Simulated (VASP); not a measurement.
A VASP calculation is set up with these files.

**POSCAR**
```
CsBr
1.0
  4.2347820000   0.0000000000   0.0000000000
  0.0000000000   4.2347820000   0.0000000000
  0.0000000000   0.0000000000   4.2347820000
Cs Br
1 1
Cart
  0.0000000000   0.0000000000   0.0000000000
  2.1173910000   2.1173910000   2.1173910000
```

**INCAR**
```
EDIFFG = -0.01   # ionic stop
ISMEAR = 0   # Gaussian
PREC = Accurate
ENCUT = 210   # plane-wave cut-off (eV)
IBRION = 2
LWAVE = F
LCHARG = F
ISIF = 3
LASPH = T   # aspherical one-centre terms
SIGMA = 0.01   # width (eV)
LMAXMIX = 4   # l cut-off of mixed one-centre charges
NSW = 50   # most ionic steps
NELM = 100   # most electronic steps
LREAL = F   # projection in real space or not
EDIFF = 1E-04   # SCF stop (eV)
ALGO = Normal   # blocked Davidson
SYSTEM = CsBr
```

File KPOINTS:
```
Automatic mesh
0
Gamma
4 4 4
0.5 0.5 0.5
```

POTCAR, in this order: Cs_sv Br (LDA.64 set). Program: vasp_std.

Q: Translate this LDA calculation to Quantum ESPRESSO's pw.x.

A: One equivalent input (not run):
```
&CONTROL
  calculation = 'vc-relax'
  pseudo_dir = './pseudo'
  outdir = './out'
  tprnfor = .true.
  tstress = .true.
  nstep = 50
  forc_conv_thr = 0.00039
/
&SYSTEM
  ibrav = 0
  nat = 2
  ntyp = 2
  ecutwfc = 48
  occupations = 'smearing'
  smearing = 'gaussian'
  degauss = 0.000735
  input_dft = 'pz'
/
&ELECTRONS
  conv_thr = 7.3e-06
  electron_maxstep = 100
/
&IONS
/
&CELL
/
ATOMIC_SPECIES
  Cs 132.905 Cs.upf
  Br 79.904 Br.upf
CELL_PARAMETERS angstrom
     4.2347820    0.0000000    0.0000000
     0.0000000    4.2347820    0.0000000
     0.0000000    0.0000000    4.2347820
ATOMIC_POSITIONS crystal
  Cs   0.0000000  0.0000000  0.0000000
  Br   0.5000000  0.5000000  0.5000000
K_POINTS automatic
  4 4 4 1 1 1
```
The two are equivalent in intent, not identical: the potentials are each code's own (VASP's PAW set, PseudoDojo norm-conserving files in pw.x), so ENCUT and ecutwfc are chosen apart and not converted; conv_thr bounds pw.x's estimated SCF error, while EDIFF bounds the energy change between steps; forc_conv_thr acts on force components and is met together with etot_conv_thr.

The structure comes from a computed database's CsBr entry; how it stands against other phases isn't given here. This run relaxes it. Symmetry was kept, so distortions that lower it aren't found. The run is one of a series of settings (EDIFF = 1E-04, EDIFFG = -0.01, ENCUT = 210, IBRION = 2, ISIF = 3, NSW = 50, KPOINTS 4×4×4 Γ-centred mesh shifted by (0.5, 0.5, 0.5) against the base run), some of them coarse on purpose.
